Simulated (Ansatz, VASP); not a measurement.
# Ni3Ge: VASP beside Ansatz, part 2 of 2

Aim: how closely do two programs agree when they are given the same cell, functional and k mesh?

VASP 6.6.1 and Ansatz 0.2.0.

So far: The starting structure; VASP: single point, PBEsol.

### 3. Ansatz: single point, PBEsol

Level of this step: Ansatz beside VASP: Kohn-Sham DFT, plane waves, PBEsol (Ansatz).

Ansatz runs on its default PAW (the set named soft_2) files.

The same cell, functional, mesh and smearing now go to Ansatz, which takes its cutoff from its data sets.

Contents of input.yaml:

```yaml
crystal:
  lattice:
    - [3.5303341067, 0.0, 0.0]
    - [0.0, 3.5303341067, 0.0]
    - [0.0, 0.0, 3.5303341067]
  atoms:
    - { symbol: Ge, position: [0.0, 0.0, 0.0] }
    - { symbol: Ni, position: [0.5, 0.5, 0.0], spin: 1.0 }
    - { symbol: Ni, position: [0.0, 0.5, 0.5], spin: 1.0 }
    - { symbol: Ni, position: [0.5, 0.0, 0.5], spin: 1.0 }
hamiltonian:
  xc: pbesol
  pseudopotentials: { kind: paw }
magnetization:
  spin_polarized: true
kpoints:
  mp_grid: { grid: [5, 5, 5] }
scf:
  occupations: { method: methfessel_paxton, width: 0.1 }
  n_extra_bands: 8
output:
  forces: true
  stress: true
  eigenvalues: true
```

On the command line:

```bash
ansatz run input.yaml --threads 2 --pin off --max-ram 4608MiB --backend cpu --events-out ev --progress --plain --runs-dir out
```

Numbers of over 12 decimals in the logs are rounded to 6 here.

The log of the run:

```text
Warning: the band count 42 (scf.n_extra_bands) hosts the net moment |M| = 3.0000 μB (N_el = 68) but caps the reachable moment at 2·n_bands − N_el = 16.0000 μB, below the 43 bands that the automatic rule leaves for it — a moment growing past the seed, or the majority channel's smearing tail, pins there with fewer empty majority states than that count leaves; raise or omit scf.n_extra_bands unless the cap is intended
scf.n_extra_bands = 8 over 34 filled bands (N_el = 68.0): the run solves 42 bands
Engine: ansatz 0.2.0, aarch64-unknown-linux-gnu
Pseudopotentials: kind: paw
Pseudopotential: Ge, paw, valence charge 14, recommended cutoff 420 eV (normal), Ge.paw.azcp
Pseudopotential: Ni, paw, valence charge 18, recommended cutoff 420 eV (normal), Ni.paw.azcp
Functional definition: PBEsol
  exchange = pbesol_x
  correlation = pbesol_c
Crystal: 4 atoms, lattice volume = 43.999 Å³
Basis set: ecut = 420 eV, 847 PW (Γ), exchange–correlation on 48×48×48 points (8 copies of the dense FFT grid, shifted against one another)
Bands: 42, of which v1, the nominal top of the filled ones, is band 34 counted from 1 (33 counted from 0)
Symmetry: 48 space group operations
Space group: Pm-3m (ITA 221), of the structure as read, at distance tolerance 3.5e-5 Å
Magnetic group: BNS 221.92 (UNI 1594), of the structure as read, at distance tolerance 3.5e-5 Å
k-points: 10 of 125
Non-local potential: Ge, projectors of the file, l = 0: 2, l = 1: 2, l = 2: 3, l = 3: 1
Non-local potential: Ni, projectors of the file, l = 0: 3, l = 1: 2, l = 2: 3, l = 3: 1
PAW form: soft (Blöchl's): semilocal exchange-correlation on the pseudo side does not see the compensation charge
PAW frozen core: Ge, regenerated for the run's functional, and the local potential with it (the file was generated under x = pbe(κ = 0.804, μ = 0.219515), c = pbe(β = 0.066725))
PAW frozen core: Ni, regenerated for the run's functional, and the local potential with it (the file was generated under x = pbe(κ = 0.804, μ = 0.219515), c = pbe(β = 0.066725))
PAW one-centre angular grid: Ge, 590 points (default); XC on 64 Gauss nodes
PAW one-centre angular grid: Ni, 590 points (default); XC on 64 Gauss nodes
Initial density: superposition of atomic densities (chi_scale 0.1, normalization cell)
Starting moments: Σ|m| = 3 μB on 3 of 4 sites
Initial wavefunctions: pseudopotential atomic-orbital guess
Functional: x = pbesol(κ = 0.804, μ = 0.123457), c = pbesol(β = 0.046)
iter 1 solved again at ethr=2.10e-3 eV; its pass at ethr=3.10e-3 eV (dr2=1.43e0 eV) is discarded
SCF iter   1: F=—  HF=-21666.075338 eV  |F-HF|=—  |Δ(HF+E_count)|=         —  Δρ=1.36e-1 (↑1.36e-1 ↓7.81e-2)  dr2=1.43e0  dr2_m=4.39e0  M=0.298 μB ∫|m|=0.489 μB  β_m=0.30  ethr=2.10e-3  ⟨swp⟩=1.0  Hψ=3668  notcnv=0
Mixer restart at iter 1: flushing history
preconditioner: auto → Kerker (q_TF=auto, 2.934 Å⁻¹)  [metal: Δε(μ)=0.039 eV  Ē_g=13.190 eV  σ=0.100 eV  W_gap=0.22  n_scr=18 (ndim 8)  ℏωp=37.1 eV  f_vac=0.000  D(μ)=2.44/eV (n_scr^D=26)]
spin=Collinear: Kerker preconditioning applied to the charge; magnetization (m = ρ↑ − ρ↓) channel mixes plain (no charge-response kernel on spin).
SCF iter   2: F=—  HF=-21666.269973 eV  |F-HF|=—  |Δ(HF+E_count)|=   1.95e-1  Δρ=8.86e-2 (↑6.50e-2 ↓8.86e-2)  dr2=6.02e-1  dr2_m=2.28e0  M=0.275 μB ∫|m|=0.435 μB  β_m=0.53  ethr=2.10e-3  ⟨swp⟩=2.0  Hψ=1251  notcnv=0
SCF iter   3: F=—  HF=-21668.994568 eV  |F-HF|=—  |Δ(HF+E_count)|=    2.72e0  Δρ=3.79e-2 (↑3.24e-2 ↓3.79e-2)  dr2=3.03e-1  dr2_m=4.65e-1  M=0.221 μB ∫|m|=0.332 μB  β_m=0.73  ethr=8.85e-4  ⟨swp⟩=3.3  Hψ=1726  notcnv=0  defer=45
SCF iter   4: F=—  HF=-21669.935805 eV  |F-HF|=—  |Δ(HF+E_count)|=   9.41e-1  Δρ=2.73e-2 (↑1.65e-2 ↓2.73e-2)  dr2=7.41e-1  dr2_m=1.29e-2  M=0.100 μB ∫|m|=0.148 μB  β_m=0.77  ethr=4.45e-4  ⟨swp⟩=2.1  Hψ=1271  notcnv=0  defer=47
SCF iter   5: F=—  HF=-21669.763537 eV  |F-HF|=—  |Δ(HF+E_count)|=   1.72e-1  Δρ=8.67e-3 (↑8.67e-3 ↓7.29e-3)  dr2=5.09e-2  dr2_m=2.83e-4  M=0.029 μB ∫|m|=0.044 μB  β_m=0.85  ethr=4.45e-4  ⟨swp⟩=3.0  Hψ=1457  notcnv=0  defer=50
SCF iter   6: F=—  HF=-21669.796803 eV  |F-HF|=—  |Δ(HF+E_count)|=   3.33e-2  Δρ=6.82e-3 (↑6.82e-3 ↓4.71e-3)  dr2=3.04e-2  dr2_m=4.99e-4  M=0.025 μB ∫|m|=0.037 μB  β_m=0.90  ethr=7.49e-5  ⟨swp⟩=2.0  Hψ=1524  notcnv=0  defer=50
SCF iter   7: F=—  HF=-21669.796119 eV  |F-HF|=—  |Δ(HF+E_count)|=   6.84e-4  Δρ=1.53e-3 (↑8.67e-4 ↓1.53e-3)  dr2=5.97e-4  dr2_m=5.34e-4  M=0.018 μB ∫|m|=0.027 μB  β_m=0.93  ethr=4.47e-5  ⟨swp⟩=2.0  Hψ=1386  notcnv=0  defer=50
SCF iter   8: F=—  HF=-21669.795947 eV  |F-HF|=—  |Δ(HF+E_count)|=   1.72e-4  Δρ=9.40e-4 (↑9.40e-4 ↓2.83e-4)  dr2=4.60e-4  dr2_m=4.81e-5  M=0.007 μB ∫|m|=0.010 μB  β_m=0.97  ethr=8.77e-7  ⟨swp⟩=2.0  Hψ=1189  notcnv=0  defer=50
SCF iter   9: F=—  HF=-21669.788998 eV  |F-HF|=—  |Δ(HF+E_count)|=         —  Δρ=5.44e-4 (↑5.44e-4 ↓4.32e-4)  dr2=1.73e-4  dr2_m=2.10e-6  M=0.005 μB ∫|m|=0.007 μB  β_m=0.97  ethr=6.76e-7  ⟨swp⟩=2.1  Hψ=1067  notcnv=0  defer=50
Mixer restart at iter 9: flushing history
iteration 9: the input's own smearing fills from here on; a Gaussian of 0.1 eV has filled iterations ahead of it
SCF iter  10: F=—  HF=-21669.789029 eV  |F-HF|=—  |Δ(HF+E_count)|=   3.06e-5  S|Δr|=    0.00e0  Δρ=6.94e-4 (↑5.90e-4 ↓6.94e-4)  dr2=3.75e-4  dr2_m=1.18e-6  M=0.004 μB ∫|m|=0.005 μB  β_m=0.58  ethr=2.55e-7  ⟨swp⟩=2.0  Hψ=1409  notcnv=0  defer=50  recentre
SCF iter  11: F=—  HF=-21669.788970 eV  |F-HF|=—  |Δ(HF+E_count)|=   5.85e-5  S|Δr|=    0.00e0  Δρ=3.40e-4 (↑3.40e-4 ↓2.31e-4)  dr2=8.29e-5  dr2_m=1.39e-6  M=0.004 μB ∫|m|=0.006 μB  β_m=0.57  ethr=2.55e-7  ⟨swp⟩=2.0  Hψ=1418  notcnv=0  defer=50
SCF iter  12: F=—  HF=-21669.788955 eV  |F-HF|=—  |Δ(HF+E_count)|=   1.58e-5  S|Δr|=    0.00e0  Δρ=5.18e-5 (↑5.07e-5 ↓5.18e-5)  dr2=4.52e-7  dr2_m=9.48e-7  M=0.004 μB ∫|m|=0.005 μB  β_m=0.78  ethr=1.22e-7  ⟨swp⟩=2.0  Hψ=997  notcnv=0  defer=50
SCF iter  13: F=—  HF=-21669.788955 eV  |F-HF|=—  |Δ(HF+E_count)|=   3.94e-7  S|Δr|=    0.00e0  Δρ=4.58e-5 (↑1.96e-5 ↓4.58e-5)  dr2=2.65e-7  dr2_m=4.18e-7  M=0.002 μB ∫|m|=0.003 μB  β_m=0.89  ethr=6.64e-10  ⟨swp⟩=2.0  Hψ=1470  notcnv=0  defer=50
SCF iter  14: F=—  HF=-21669.788955 eV  |F-HF|=—  |Δ(HF+E_count)|=   2.56e-7  S|Δr|=    0.00e0  Δρ=3.73e-5 (↑3.73e-5 ↓6.64e-6)  dr2=3.74e-7  dr2_m=1.31e-7  M=0.001 μB ∫|m|=0.002 μB  β_m=0.95  ethr=3.89e-10  ⟨swp⟩=2.0  Hψ=1300  notcnv=0  defer=50
SCF iter  15: F=—  HF=-21669.788955 eV  |F-HF|=—  |Δ(HF+E_count)|=   1.84e-7  S|Δr|=    0.00e0  Δρ=2.81e-5 (↑2.81e-5 ↓1.45e-5)  dr2=3.97e-7  dr2_m=2.38e-8  M=0.001 μB ∫|m|=0.001 μB  β_m=0.78  ethr=3.89e-10  ⟨swp⟩=2.0  Hψ=1176  notcnv=0  defer=50
SCF iter  16: F=—  HF=-21669.788955 eV  |F-HF|=—  |Δ(HF+E_count)|=   1.87e-7  S|Δr|=    0.00e0  Δρ=3.88e-6 (↑2.20e-6 ↓3.88e-6)  dr2=1.48e-8  dr2_m=5.13e-10  M=0.000 μB ∫|m|=0.000 μB  β_m=0.89  ethr=1.47e-10  ⟨swp⟩=8.2  Hψ=3852  notcnv=0
SCF iter  17: F=-21669.788955 eV  HF=-21669.788955 eV  |F-HF|=1.07e-8  |Δ(HF+E_count)|=   1.41e-9  S|Δr|=    0.00e0  Δρ=3.37e-6 (↑2.88e-6 ↓3.37e-6)  dr2=1.29e-8  dr2_m=2.71e-11  M=0.000 μB ∫|m|=0.000 μB  ethr=2.18e-11  ⟨swp⟩=3.0  Hψ=2203  notcnv=0
SCF 1 converged in 17 iterations: F = -21669.788955 eV  dr2 = 1.29e-8
  greatest PAW one-centre occupation: 1.001 electrons in one spin orbital (limit 2), on the Ni atom at site 3 (counted from 0), in its partial waves of l = 1
WARN: the starting moments were not kept: the SCF closed with an absolute magnetisation of 2.4e-5 μB, where they sum to 3 μB in size (3 sites). That is at most 0.1 of that sum. Measured as dr2_m measures the in/out step, that magnetisation stands 4.8e-10 eV from none, at or under the dr2_threshold of 1.0e-7 eV: it is no larger than a step whose dr2_m would equal this threshold. The system may hold no moment; this SCF [...]
this state was not tested for a lower state beside it, because cold or Methfessel-Paxton smearing, or corrected tetrahedra, fill the levels in a way that the test cannot read (fill_not_monotonic; see scf.lower_state_search)
SCF converged after 17 iterations
Magnetization: 0.0000 μB (34.0000 up, 34.0000 down)
Absolute magnetization: 0.0000 μB (∫|ρ↑−ρ↓|, with the PAW one-centre terms)
Spin contamination: 0.0000 ħ² per cell (⟨S²⟩ above its minimum at these occupations)
Per-site moments (μB) at R_I (Å): [(-3.995039869377212e-7, 1.029733), (7.004931772832965e-6, 1.029733), (7.004931772646042e-6, 1.029733), (7.004931772605414e-6, 1.029733)]
Free energy (F): -21669.788955 eV
Harris-Foulkes:  -21669.788955 eV  (|F-HF|=1.07e-8)
Internal energy: -21669.787481 eV  (E = F + TS)
E sigma→0 (E₀):  -21669.788587 eV
Entropy (-TS):   -0.001474 eV (-0.369 meV/atom)
Fermi energy:    18.503691 eV
--- Per-component energies (eV) ---
  E_band       = -839.592989
  E_kinetic    = 968.825836
  E_local      = -12168.233027  (includes V_loc(G=0)·N_el)
  E_nonlocal   = 2336.644792
  E_hartree    = 5158.278277
  E_xc         = -331.552078
  E_vxc        = -396.998357  (∫ρ·V_xc dr)
  E_paw        = -6770.967275  (= ΣΔE_a)
  E_vpaw       = -1896.377612  (= ΣTr[D̂ρ^β])
  E_aug_tail   = 0.001524  (compensation charges beyond the density's cutoff)
  E_ewald      = -10864.295333
  E_core_change = 1.509803  (= ΣΔE_core)
  E_smearing   = -0.001474  (= −TS)
  E_closure    = 0.000000  (closes the sum)
  Σ components = -21669.788955   (vs F -21669.788955, Δ=0.00e0)
--- Forces (eV/Å), atoms counted from 1 ---
  atom   1  Ge     0.00000000     0.00000000     0.00000000
  atom   2  Ni    -0.00000000     0.00000000    -0.00000000
  atom   3  Ni     0.00000000     0.00000000     0.00000000
  atom   4  Ni    -0.00000000    -0.00000000     0.00000000
  max |Σ_I F_I| component: 8.39e-29 eV/Å
--- Stress (GPa, compression-positive) ---
       -1.058520       0.000000       0.000000
       -0.000000      -1.058520       0.000000
        0.000000       0.000000      -1.058520
  P = ⅓ Tr σ = -1.0585 GPa (-10.585 kbar)
--- Band table (eV; the first three rows and the last of 20) ---
  k-point 0 ↑: bands = [... 30 lower, 17.9489, 17.9489, 18.2705, 18.5632, 18.5632, 18.5632, 22.4829, 25.4015, ... 4 higher]
  k-point 1 ↑: bands = [... 30 lower, 17.8216, 17.9348, 18.0907, 18.5636, 19.4924, 19.4924, 23.1856, 25.3816, ... 4 higher]
  k-point 2 ↑: bands = [... 30 lower, 17.3787, 17.5371, 18.0000, 18.5644, 21.5230, 21.5230, 23.2019, 25.0220, ... 4 higher]
  k-point 9 ↓: bands = [... 30 lower, 17.4900, 17.4900, 18.0364, 18.3503, 18.4783, 18.4783, 19.8755, 22.9566, ... 4 higher]
```

Run time: 5.8 s. Hardware: 2 threads of Arm Neoverse N1, shared host; peak memory 0.35 GiB; 10 s of CPU time.

The run ends at a pressure of -1.06 GPa.

### 4. Side by side

Known differences besides the potentials themselves: the data sets hold 68 valence electrons in Ansatz (default PAW (the set named soft_2) files) and 44 in VASP; the cutoff is 420 eV in Ansatz and 380 eV in VASP; Ansatz makes its cores anew for this functional, VASP keeps those of its PBE data sets. Total energies have different zeros and are not compared.

Compared:

| quantity | Ansatz | VASP | difference |
| --- | --- | --- | --- |
| pressure (GPa) | -1.06 | -1.50 | +0.45 |
| pressure without Ansatz's Pulay correction (GPa) | -1.12 | -1.50 | +0.39 |

Ansatz's pressure holds a Pulay correction of 0.06 GPa; VASP's holds none.

### 5. What came out

| Item | Value |
| --- | --- |
| difference in pressure (single point, PBEsol) | 0.45 GPa |

The difference in pressure is 0.45 GPa (single point, PBEsol), within the 1 GPa picked in this series as the mark of a large difference. Such differences can come from data sets, numerical settings and the points named under the comparisons, not from the functional's error against experiment.

[Lines on the potential files, build, host, timing and source positions are cut from VASP's logs without a mark.]

[Logs are printed without paths, hosts, clocks, repeated set-up lines and the standing remarks that a program may print on its own settings, such as how far it seeks lower states.]

[Hosts, paths, dates, database ids (printed as entryN), source tags and the programs' standing remarks are cut or masked in the printed files.]
